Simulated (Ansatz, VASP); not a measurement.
One calculation of CdAu, two programs

INCAR

```
SYSTEM = CdAu
ALGO = Fast
EDIFF = 1E-7
ENCUT = 520
GGA = CA
ISIF = 2
ISMEAR = 0
LASPH = .True.
LCHARG = .True.
LELF = .True.
LREAL = .False.
LVHAR = .True.
LWAVE = .False.
NBANDS = 18
NELM = 60
PREC = Accurate
SIGMA = 0.1
```

Contents of KPOINTS:

```
k-points
0
Gamma
  6 6 6
  0 0 0
```

The input POSCAR:

```
CdAu
1.0
    3.3400000000      0.0000000000      0.0000000000
    0.0000000000      3.3400000000      0.0000000000
    0.0000000000      0.0000000000      3.3400000000
Cd Au
1 1
Direct
    0.5000000000      0.5000000000      0.5000000000
    0.0000000000      0.0000000000      0.0000000000
```

Input for Ansatz:

```yaml
crystal:
  lattice:
    - [3.34, 0.0, 0.0]
    - [0.0, 3.34, 0.0]
    - [0.0, 0.0, 3.34]
  atoms:
    - { symbol: Cd, position: [0.5, 0.5, 0.5] }
    - { symbol: Au, position: [0.0, 0.0, 0.0] }
basis:
  ecutwfc: 420
kpoints:
  mp_grid: { grid: [6, 6, 6] }
hamiltonian:
  xc: lda
scf:
  occupations: { method: gaussian, width: 0.1 }
output:
  forces: true
  stress: true
  eigenvalues: true
```

Alike in both runs: task single point; functional LDA; k mesh 6 × 6 × 6; occupations gaussian, width 0.1 eV; no spin polarisation.

|  | VASP | Ansatz |
| --- | --- | --- |
| version | VASP 6.6.1 | Ansatz 0.2.0 |
| potentials or method | VASP PAW LDA potentials, release 64 (Cd, Au) | scalar-relativistic, plane waves, PAW |
| plane-wave cutoff (eV) | 520 | 420 |
| valence electrons in the cell | 23 | 39 |

```tsv
	VASP	Ansatz	Ansatz less VASP
gap on the k mesh at the Fermi level (eV)	none	none	-
pressure (GPa)	-5.1	-6.0	-0.88
```

A gap of «none» marks a metal or a gap that the smearing closes. The two sets of potentials don't hold the same shells in valence.

The runs have no spin-orbit coupling, so splittings on Au are missing.
